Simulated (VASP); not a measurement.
Data:

AlCo is taken in the cubic space group Pm-3m (No. 221), the CsCl type structure, Pearson symbol cP2. Lattice parameters: a = b = c = 2.817 Å, α = β = γ = 90.00°. Al on 1b is surrounded by 8 Co at 2.439 Å and 6 Al at 2.817 Å. Co on 1a is surrounded by 8 Al at 2.439 Å and 6 Co at 2.817 Å. (Neighbours: up to the widest gap in distance over summed covalent radii, below 1.35, at either atom.)

Calculation: r2SCAN+rVV10, VASP's PBE PAW potentials (set 64) (plane waves; VASP). Numerical set-up: 520 eV cut-off, 13×13×13 Γ-centred mesh, first-order Methfessel-Paxton smearing of 0.10 eV, potentials Al Co.

Give the energy at these volumes per atom, relative to the lowest: 10.50, 10.83, 11.17, 11.50, 11.84 Å³.

28.8, 6.9, 0.0, 5.8, 22.5 meV/atom. A third-order Birch-Murnaghan fit gives B0 = 202 GPa and B0′ = 4.2.

Measured: bulk modulus 162 GPa (computed value off by +24.8 %), a 2.861 Å (computed value off by -1.5 %), as given by Yamada et al., (2019), arXiv:1910.09660. The calculation is for a static lattice, while the measured bulk modulus, a hold thermal and zero-point effects, which are part of the difference.

The compound is CoAl in the CsCl type structure. It was relaxed first. The run is not spin-polarised, so no magnetic state was tried.
